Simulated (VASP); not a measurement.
Consider the following.

```
MgO
1.0
    0.00000     2.16509     2.16509
    2.16509     0.00000     2.16509
    2.16509     2.16509     0.00000
Mg O
1 1
Cartesian
  0.00000   0.00000   0.00000
  2.16509   2.16509   2.16509
```

Calculation: PBE GGA, VASP's PBE PAW potentials (set 64) (plane waves; VASP 6.6.1). Run with 520 eV cut-off, 11×11×11 Γ-centred mesh, Gaussian smearing of 0.050 eV, potentials Mg O.

Question: Predict the energy per atom (σ→0), pressure, band gap (on the k-mesh) with the smallest direct gap where there is one.

Answer: 
```
Item                                         Result
-----------------------------------  --------------
band gap (on the k-mesh)                    3.96 eV
smallest direct gap (on the k-mesh)         3.96 eV
energy per atom (σ→0)                -5942 meV/atom
pressure                                  -7.87 GPa
```

The compound is MgO in the rock salt structure. This cell is one point of a volume scan, at 1.06 of the reference volume.
